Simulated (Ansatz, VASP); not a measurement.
# SnTe: VASP beside Ansatz, part 2 of 2

Aim: how closely do two programs agree when they are given the same cell, functional and k mesh? The cell is taken from a series of runs on this material, whose earlier steps may have relaxed, scaled, displaced or heated it; both programs get it as it stands.

VASP 6.6.1 and Ansatz 0.2.0.

So far: The structure; Ansatz: zone-centre phonons, PBEsol.

## 3. VASP: zone-centre phonons, PBEsol

Level of this step: PBEsol; plane waves and PAW (Sn_d, Te) (VASP).

The same cell, functional, mesh and smearing now go to VASP, with its own data sets.

Lines of VASP's logs that name or quote its potential files are left out, and so is its time.

The input, INCAR:

```
SYSTEM = SnTe
PREC = Accurate
ENCUT = 500
EDIFF = 1E-08
NELM = 120
ISMEAR = 0
SIGMA = 0.01
LREAL = .FALSE.
ALGO = Normal
GGA = PS
NBANDS = 16
LORBIT = 11
LWAVE = .FALSE.
LCHARG = .FALSE.
ISIF = 2
IBRION = 8
LASPH = .TRUE.
GGA_COMPAT = .FALSE.
KPAR = 2
```

The input, POSCAR:

```
SnTe
1.0
   -0.0771408584      3.1269479775      3.1444830253
    3.1269479775     -0.0771408584      3.1444830253
    3.0498071191      3.0498071191      0.0000000000
Sn Te
1 1
Direct
    0.0000000000      0.0000000000      0.0000000000
    0.5000000000      0.5000000000      0.5000000000
```

The input, KPOINTS:

```
Automatic mesh
0
Gamma
12 12 12
0 0 0
```

The projector-augmented-wave data sets are Sn_d and Te (PBE family, release 64).

The run is started by

```bash
$ mpirun -np 2 vasp_std
```

Numbers of over 12 decimals in the logs are rounded to 6 here.

The program printed:

```text
[banner, memory and clock lines left out]
running    2 mpi-ranks, on    1 nodes
 distrk:  each k-point on    1 cores,    2 groups
 distr:  one band on    1 cores,    1 groups

 POSCAR found type information on POSCAR SnTe
 POSCAR found :  2 types and       2 ions
|                                                                             |
|               ----> ADVICE to this user running VASP <----                  |
|                                                                             |
|     You enforced a specific xc type in the INCAR file but a different       |
|     [... a line on the potential file left out ...]
|     I HOPE YOU KNOW WHAT YOU ARE DOING!                                     |
|                                                                             |

 LDA part: xc-table for (Slater+PW92), standard interpolation
 POSCAR, INCAR and KPOINTS ok, starting setup
 FFT: planning ... GRIDC
 FFT: planning ... GRID_SOFT
 FFT: planning ... GRID
 WAVECAR not read
 entering main loop
       N       E                     dE             d eps       ncg     rms          rms(c)
DAV:   1     0.121974846980E+03    0.12197E+03   -0.94455E+03  9056   0.140E+03
DAV:   2     0.184244068272E+01   -0.12013E+03   -0.11754E+03  9736   0.350E+02
DAV:   3    -0.811176333883E+01   -0.99542E+01   -0.99071E+01 11376   0.880E+01
DAV:   4    -0.837119384838E+01   -0.25943E+00   -0.25938E+00 10824   0.154E+01
DAV:   5    -0.838238367208E+01   -0.11190E-01   -0.11190E-01 13528   0.293E+00    0.488E+00
DAV:   6    -0.833188320442E+01    0.50500E-01   -0.11264E-01 12888   0.274E+00    0.305E+00
DAV:   7    -0.832967704970E+01    0.22062E-02   -0.43724E-02 11920   0.134E+00    0.684E-01
DAV:   8    -0.832902820061E+01    0.64885E-03   -0.68966E-03 11328   0.734E-01    0.149E-01
DAV:   9    -0.832909312766E+01   -0.64927E-04   -0.54363E-04 12544   0.221E-01    0.384E-02
DAV:  10    -0.832907391853E+01    0.19209E-04   -0.73012E-05 11624   0.819E-02    0.186E-02
DAV:  11    -0.832907365897E+01    0.25956E-06   -0.26523E-05 12208   0.436E-02    0.216E-02
DAV:  12    -0.832907342995E+01    0.22902E-06   -0.21392E-06 11160   0.127E-02    0.105E-02
DAV:  13    -0.832907329661E+01    0.13334E-06   -0.15232E-07 11880   0.264E-03    0.477E-03
DAV:  14    -0.832907330125E+01   -0.46443E-08   -0.75791E-08 11424   0.360E-03
   1 F= -.83290733E+01 E0= -.83290679E+01  d E =-.107574E-04
 Linear response reoptimize wavefunctions to high precision
DAV:   1    -0.832907326942E+01    0.31828E-07   -0.17052E-08 11136   0.737E-04
DAV:   2    -0.832907326947E+01   -0.52296E-10   -0.59119E-10  6304   0.151E-04
 Linear response DOF=           4
 Linear response progress:
  Degree of freedom:   1/  4
       N       E                     dE             d eps       ncg     rms          rms(c)
RMM:   1    -0.215230802007E+00   -0.21523E+00    0.30466E-01 18387   0.104E+01
RMM:   2    -0.220467979621E+00   -0.52372E-02   -0.11959E-02 27171   0.869E-01    0.829E-02
RMM:   3    -0.220293622747E+00    0.17436E-03   -0.93317E-04 29976   0.245E-01    0.447E-02
RMM:   4    -0.219992719207E+00    0.30090E-03   -0.87248E-05 29952   0.746E-02    0.860E-03
RMM:   5    -0.219984055232E+00    0.86640E-05   -0.80585E-06 31030   0.229E-02    0.372E-03
RMM:   6    -0.219989688326E+00   -0.56331E-05   -0.13144E-06 30460   0.771E-03    0.126E-03
RMM:   7    -0.219988991686E+00    0.69664E-06   -0.34451E-07 31259   0.301E-03    0.746E-04
RMM:   8    -0.219985951280E+00    0.30404E-05    0.20706E-07 30394   0.130E-03    0.180E-04
RMM:   9    -0.219986092371E+00   -0.14109E-06    0.39136E-07 31995   0.582E-04    0.222E-04
RMM:  10    -0.219985761182E+00    0.33119E-06    0.60088E-07 31295   0.284E-04    0.158E-04
RMM:  11    -0.219985738162E+00    0.23019E-07    0.39225E-07 33427   0.141E-04    0.178E-04
RMM:  12    -0.219985757341E+00   -0.19179E-07    0.21013E-07 31203   0.860E-05    0.315E-04
RMM:  13    -0.219985209226E+00    0.54811E-06    0.87795E-08 28733   0.736E-05    0.175E-05
RMM:  14    -0.219985082181E+00    0.12705E-06    0.43442E-08 32449   0.399E-05    0.945E-05
RMM:  15    -0.219985159508E+00   -0.77328E-07    0.15611E-08 30790   0.217E-05    0.427E-05
RMM:  16    -0.219985254855E+00   -0.95347E-07    0.10534E-08 29055   0.180E-05    0.270E-05
RMM:  17    -0.219985244912E+00    0.99435E-08    0.59552E-09 29072   0.115E-05    0.246E-05
 first order change of Fermi-energy  -0.21861E-04
 force on displaced ion       1 direction 1 :  -0.406  -0.268   0.000
 Linear response progress:
  Degree of freedom:   2/  4
       N       E                     dE             d eps       ncg     rms          rms(c)
RMM:   1    -0.215232584231E+00   -0.21523E+00    0.30750E-01 10832   0.104E+01
RMM:   2    -0.220460072892E+00   -0.52275E-02   -0.11906E-02 15857   0.865E-01    0.796E-02
RMM:   3    -0.220296096681E+00    0.16398E-03   -0.92417E-04 17470   0.242E-01    0.427E-02
RMM:   4    -0.220005538611E+00    0.29056E-03   -0.85168E-05 17525   0.735E-02    0.857E-03
RMM:   5    -0.219995539226E+00    0.99994E-05   -0.79839E-06 18115   0.225E-02    0.370E-03
RMM:   7    -0.219999696752E+00    0.72816E-06   -0.37821E-07 18310   0.297E-03    0.736E-04
RMM:   8    -0.219996594139E+00    0.31026E-05    0.17777E-07 17660   0.129E-03    0.138E-04
RMM:   9    -0.219996829482E+00   -0.23534E-06    0.29995E-07 18725   0.583E-04    0.226E-04
RMM:  10    -0.219996574771E+00    0.25471E-06    0.37989E-07 18417   0.280E-04    0.180E-04
RMM:  11    -0.219996693122E+00   -0.11835E-06    0.30492E-07 19082   0.143E-04    0.362E-04
RMM:  12    -0.219996227741E+00    0.46538E-06    0.16422E-07 17453   0.104E-04    0.988E-05
RMM:  13    -0.219996094109E+00    0.13363E-06    0.82271E-08 18695   0.547E-05    0.181E-05
RMM:  14    -0.219996058914E+00    0.35195E-07    0.36525E-08 19131   0.293E-05    0.516E-06
RMM:  15    -0.219996007018E+00    0.51896E-07    0.23572E-08 17793   0.200E-05    0.401E-06
RMM:  16    -0.219995997903E+00    0.91152E-08    0.65731E-09 16734   0.144E-05    0.238E-06
 first order change of Fermi-energy  -0.17680E-04
 force on displaced ion       1 direction 3 :   0.000   0.000  -0.290
 Linear response progress:
  Degree of freedom:   3/  4
       N       E                     dE             d eps       ncg     rms          rms(c)
RMM:   1    -0.467532633258E-01   -0.46753E-01    0.67299E-02 33032   0.876E-01
RMM:   2    -0.472804330699E-01   -0.52717E-03   -0.19801E-03 28746   0.217E-01    0.656E-02
RMM:   3    -0.474560171046E-01   -0.17558E-03   -0.16219E-04 29233   0.631E-02    0.487E-02
RMM:   4    -0.477204156253E-01   -0.26440E-03   -0.23958E-05 28788   0.319E-02    0.622E-03
RMM:   5    -0.477315937396E-01   -0.11178E-04   -0.10544E-06 29771   0.757E-03    0.314E-03
RMM:   6    -0.477308095524E-01    0.78419E-06   -0.95801E-08 28998   0.223E-03    0.727E-04
RMM:   7    -0.477298775183E-01    0.93203E-06   -0.12480E-08 29736   0.508E-04    0.142E-04
RMM:   8    -0.477298124997E-01    0.65019E-07   -0.30736E-08 28967   0.165E-04    0.310E-05
RMM:   9    -0.477297496785E-01    0.62821E-07    0.21092E-07 31499   0.550E-05    0.174E-05
RMM:  10    -0.477298061731E-01   -0.56495E-07    0.27614E-07 32360   0.159E-05    0.306E-06
RMM:  11    -0.477297854643E-01    0.20709E-07    0.49983E-08 29684   0.738E-06    0.935E-07
RMM:  12    -0.477297873972E-01   -0.19330E-08   -0.88994E-09 23141   0.446E-06    0.517E-07
 first order change of Fermi-energy   0.37676E-03
 force on displaced ion       2 direction 1 :  -0.409  -0.259   0.000
 Linear response progress:
  Degree of freedom:   4/  4
       N       E                     dE             d eps       ncg     rms          rms(c)
RMM:   1    -0.468090988702E-01   -0.46809E-01    0.66755E-02 19174   0.865E-01
RMM:   2    -0.473207503291E-01   -0.51165E-03   -0.19732E-03 16861   0.216E-01    0.631E-02
RMM:   3    -0.474949952345E-01   -0.17424E-03   -0.16260E-04 17072   0.629E-02    0.471E-02
RMM:   4    -0.477534163774E-01   -0.25842E-03   -0.23778E-05 16877   0.314E-02    0.614E-03
RMM:   5    -0.477655392080E-01   -0.12123E-04   -0.10999E-06 17452   0.756E-03    0.311E-03
RMM:   6    -0.477641944243E-01    0.13448E-05   -0.93745E-08 16889   0.219E-03    0.729E-04
RMM:   7    -0.477633733960E-01    0.82103E-06    0.28926E-09 17367   0.505E-04    0.150E-04
RMM:   8    -0.477632393307E-01    0.13407E-06    0.37869E-08 16987   0.160E-04    0.307E-05
RMM:   9    -0.477631701517E-01    0.69179E-07    0.26127E-07 18334   0.549E-05    0.175E-05
RMM:  10    -0.477632260965E-01   -0.55945E-07    0.29358E-07 18891   0.161E-05    0.326E-06
RMM:  11    -0.477632082687E-01    0.17828E-07    0.35054E-08 16994   0.774E-06    0.840E-07
RMM:  12    -0.477632108070E-01   -0.25383E-08   -0.16896E-08 13070   0.486E-06    0.499E-07
 first order change of Fermi-energy   0.35283E-04
 force on displaced ion       2 direction 3 :   0.000   0.000  -0.298
 Linear response finished
```

OUTCAR, selected parts (step 3):

```text
ion  position               nearest neighbor table
   1  0.000  0.000  0.000-   2 3.13   2 3.13   2 3.13   2 3.13   2 3.14   2 3.14
   2  0.500  0.500  0.500-   1 3.13   1 3.13   1 3.13   1 3.13   1 3.14   1 3.14

  LATTYP: Found a body centered orthorhombic cell.
 ALAT       =     4.3130785905
 B/A-ratio  =     1.0505873686
 C/A-ratio  =     1.4581153389

 Subroutine GETGRP returns: Found  8 space group operations
 (whereof  8 operations were pure point group operations)

The static configuration has the point symmetry D_2h.

 Found    280 irreducible k-points:

   k-points           NKPTS =    280   k-points in BZ     NKDIM =    280   number of bands    NBANDS=     16

   dimension x,y,z NGX =    32 NGY =   32 NGZ =   32
   dimension x,y,z NGXF=    64 NGYF=   64 NGZF=   64

   ENCUT  =  500.0 eV  36.75 Ry    6.06 a.u.   8.09  8.09  7.86*2*pi/ulx,y,z

   NELECT =      20.0000    total number of electrons

 k-points in reciprocal lattice and weights: Automatic mesh
   0.00000000  0.00000000  0.00000000       0.001
   0.08333333  0.00000000  0.00000000       0.002
   0.16666667  0.00000000  0.00000000       0.002
   0.25000000 -0.00000000  0.00000000       0.002
   0.33333333  0.00000000  0.00000000       0.002
   0.41666667 -0.00000000  0.00000000       0.002
   0.50000000 -0.00000000  0.00000000       0.001
   0.08333333  0.08333333  0.00000000       0.001
   0.16666667  0.08333333  0.00000000       0.002
[...]
0.25000000  0.25000000  0.50000000       0.001
  -0.25000000  0.25000000  0.50000000       0.001

 average (electrostatic) potential at core
       1-100.1904       2 -87.5175

  Total        0.3244157      0.3244157      0.0038372      0.3217494      0.0000000      0.0000000
  in kB        8.4577790      8.4577790      0.1000398      8.3882664      0.0000000      0.0000000
  external PRESSURE =       5.6718659 kB  Pullay stress =       0.0000000 kB

  energy-cutoff  :      500.00
  volume of cell :       61.45
      direct lattice vectors                 reciprocal lattice vectors
    -0.077140858  3.126947977  3.144483025    -0.156050605  0.156050605  0.159008650
     3.126947977 -0.077140858  3.144483025     0.156050605 -0.156050605  0.159008650
     3.049807119  3.049807119  0.000000000     0.163944794  0.163944794 -0.159008650

 POSITION                                       TOTAL-FORCE (eV/Angst)
 -----------------------------------------------------------------------------------
      0.00000      0.00000      0.00000         0.000000      0.000000      0.000000
      3.04981      3.04981      3.14448        -0.000000     -0.000000     -0.000000
 -----------------------------------------------------------------------------------
    total drift:                                0.000000     -0.000000     -0.000000

 Eigenvectors and eigenvalues of the dynamical matrix
 ----------------------------------------------------

   1 f  =    1.632753 THz    10.258892 2PiTHz   54.462790 cm-1     6.752522 meV
             X         Y         Z           dx          dy          dz
      0.000000  0.000000  0.000000    -0.509929   -0.509929   -0.000000
      3.049807  3.049807  3.144483     0.489870    0.489870   -0.000000

   2 f  =    1.080754 THz     6.790575 2PiTHz   36.050057 cm-1     4.469635 meV
             X         Y         Z           dx          dy          dz
      0.000000  0.000000  0.000000    -0.000000   -0.000000    0.715465
      3.049807  3.049807  3.144483     0.000000   -0.000000   -0.698649

   3 f  =    0.755839 THz     4.749074 2PiTHz   25.212064 cm-1     3.125896 meV
             X         Y         Z           dx          dy          dz
      0.000000  0.000000  0.000000    -0.498698    0.498698    0.000000
      3.049807  3.049807  3.144483     0.501298   -0.501298    0.000000

   4 f/i=    0.003282 THz     0.020620 2PiTHz    0.109470 cm-1     0.013573 meV
             X         Y         Z           dx          dy          dz
      0.000000  0.000000  0.000000     0.489870    0.489870   -0.000000
      3.049807  3.049807  3.144483     0.509929    0.509929   -0.000000

   5 f/i=    0.006657 THz     0.041828 2PiTHz    0.222060 cm-1     0.027532 meV
             X         Y         Z           dx          dy          dz
      0.000000  0.000000  0.000000     0.000000    0.000000    0.698649
      3.049807  3.049807  3.144483     0.000000    0.000000    0.715465

   6 f/i=    0.015611 THz     0.098084 2PiTHz    0.520710 cm-1     0.064560 meV
             X         Y         Z           dx          dy          dz
      0.000000  0.000000  0.000000    -0.501298    0.501298    0.000000
      3.049807  3.049807  3.144483    -0.498698    0.498698    0.000000

 ELASTIC MODULI CONTR FROM IONIC RELAXATION (kBar)
 Direction    XX          YY          ZZ          XY          YZ          ZX
 --------------------------------------------------------------------------------
 XX           0.0000      0.0000      0.0000      0.0000      0.0000      0.0000
 YY           0.0000      0.0000      0.0000      0.0000      0.0000      0.0000
 ZZ           0.0000      0.0000      0.0000      0.0000      0.0000      0.0000
 XY           0.0000      0.0000      0.0000      0.0000      0.0000      0.0000
 YZ           0.0000      0.0000      0.0000      0.0000      0.0000      0.0000
 ZX           0.0000      0.0000      0.0000      0.0000      0.0000      0.0000
 --------------------------------------------------------------------------------
```

## 4. Comparison

Known differences besides the potentials themselves: the data sets hold 30 valence electrons in Ansatz (on its PAW soft_1 files) and 20 in VASP; the cutoff is 420 eV in Ansatz and 500 eV in VASP; Ansatz makes its cores anew for this functional, VASP keeps those of its PBE data sets. Total energies have different zeros and are not compared.

Both answers:

| quantity | Ansatz | VASP | difference |
| --- | --- | --- | --- |
| optical mode 1 (cm⁻¹) | 21.4 | 25.2 | -3.8 |
| optical mode 2 (cm⁻¹) | 33.9 | 36.1 | -2.2 |
| optical mode 3 (cm⁻¹) | 52.8 | 54.5 | -3.03 % |

Modes are paired by rising frequency, not by their patterns, so a pair may set unlike modes beside each other; they are those without the splitting of longitudinal modes.

## 5. What came out

| Quantity | Value |
| --- | --- |
| r.m.s. difference of the optical zone-centre modes, each program's sorted by frequency (zone-centre phonons, PBEsol) | 2.7 cm⁻¹ |
| difference in optical mode 3 (zone-centre phonons, PBEsol) | -3.0 % |

The r.m.s. difference of the optical zone-centre modes, each program's sorted by frequency is 2.7 cm⁻¹ (zone-centre phonons, PBEsol). The data sets hold unlike numbers of valence electrons (30 in Ansatz and 20 in VASP), so part of the differences comes from the potentials. Among the rows given in per cent, the largest difference of the zone-centre phonons, PBEsol pair is in optical mode 3, -3.0 %. How closely two codes agree says nothing of how well the functional describes the real material.

[Lines on the potential files, build, host, timing and source positions are cut from VASP's logs without a mark.]

[Logs are printed without paths, hosts, clocks, repeated set-up lines and the standing remarks that a program may print on its own settings, such as how far it seeks lower states.]

[Hosts, paths, dates, database ids (printed as entryN), source tags and the programs' standing remarks are cut or masked in the printed files.]
